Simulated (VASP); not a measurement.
Consider the following.

```yaml
crystal:
  lattice:
    - [0.00000, 3.89678, 3.89678]
    - [3.89678, 0.00000, 3.89678]
    - [3.89678, 3.89678, 0.00000]
  atoms:
    - { symbol: Cs, position: [0.00000, 0.00000, 0.00000] }
    - { symbol: I, position: [0.50000, 0.50000, 0.50000] }
```

The numbers are results of r2SCAN meta-GGA, VASP's PBE PAW potentials (set 64) (plane waves; VASP 6.6.1), not measurements. Run with 400 eV cut-off, 7×7×7 Γ-centred mesh, tetrahedra with Blöchl corrections, potentials Cs_sv I.

Unless said otherwise, spin-orbit coupling is left out, though it shifts the bands of the heavy elements here.

Task: Give the energies of bands 3 to 11 at the high-symmetry points, in eV from the valence-band maximum.

Result: 
```tsv
band	Γ	X	U	L	W
3	-6.90	-7.07	-7.04	-6.91	-7.02
4	-6.90	-6.97	-6.94	-6.91	-7.02
5	-6.90	-6.97	-6.93	-6.85	-6.88
6	0.00	-0.30	-0.37	-0.77	-0.41
7	0.00	-0.10	-0.27	-0.33	-0.23
8	0.00	-0.10	-0.21	-0.33	-0.23
9	4.46	4.85	5.50	6.27	6.13
10	6.16	6.61	7.15	6.82	6.13
11	6.16	7.69	7.49	7.96	7.46
```

The gap is direct, 4.46 eV, from the valence maximum at Γ to the conduction minimum at Γ.

The structure comes from a computed database's CsI entry (Fm-3m); how it stands against other phases isn't given here. It was relaxed first.
